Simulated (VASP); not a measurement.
Computed with SCAN meta-GGA, VASP's PBE PAW potentials (set 64) (plane waves; VASP).

Input for VASP

### KPOINTS
```
Automatic mesh
0
G
  11 11 6
```

INCAR:
```
PREC = Accurate
LMIXTAU = T
EDIFF = 1E-6
EDIFFG = -0.01   ! ionic stop
SIGMA = 0.1   ! width (eV)
LMAXMIX = 6
NSW = 60   ! most ionic steps
ENCUT = 520   ! plane-wave cut-off (eV)
METAGGA = SCAN
LASPH = T
NELM = 100
ISMEAR = 1   ! Methfessel-Paxton
LREAL = F   ! projection in real space or not
ALGO = Normal   ! blocked Davidson
LWAVE = F
SYSTEM = Ho
ISIF = 3
LCHARG = F
IBRION = 2
```

POSCAR:
```
Ho
1.0
  1.7840397040  -3.0900474639   0.0000000000
  1.7840397040   3.0900474639   0.0000000000
  0.0000000000   0.0000000000   5.4531519231
Ho
2
Cartesian
  1.7840397040   1.0300178813   1.3632879808
  1.7840397040  -1.0300178813   4.0898639423
```

POTCAR, in this order: Ho_3 (PBE.64 set). Program: vasp_std.

Task: What will the output report for the number of irreducible k-points (NKPTS), largest plane-wave count, number of space-group operations, FFT grid (NGX, NGY, NGZ)?

Result: 
| Property | Result |
|---|---|
| number of irreducible k-points (NKPTS) | 64 |
| largest plane-wave count | 1664 |
| number of space-group operations | 24 |
| FFT grid (NGX, NGY, NGZ) | 28 × 28 × 42 |

The compound is Ho in the hcp structure. It was relaxed first. The start is the result of an earlier pass. The 4f electrons are frozen in the core of the lanthanide potential, so 4f levels, which can set the real gap, and their magnetism are missing.
